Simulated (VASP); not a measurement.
Input:

```
CELL_PARAMETERS angstrom
      0.00000     2.86096     2.86096
      2.86096     0.00000     2.86096
      2.86096     2.86096     0.00000
ATOMIC_POSITIONS crystal
  Ge 0.00000 0.00000 0.00000
  Ge 0.25000 0.25000 0.25000
```

Level of theory: rev-vdW-DF2, VASP's PBE PAW potentials (set 64) (plane waves; VASP). Numerical set-up: 520 eV cut-off, 12×12×12 Γ-centred mesh, tetrahedra with Blöchl corrections, potentials Ge_d.

### Question
What does the run give for the energy per atom (σ→0), band gap (on the k-mesh) with the smallest direct gap where there is one?

### Answer

band gap (on the k-mesh): none (metal, semimetal or under 0.01 eV)
energy per atom (σ→0): -1.557 eV/atom

Only differences to runs with the same potentials and settings are physical.

The compound is Ge in the diamond structure. It was relaxed first.
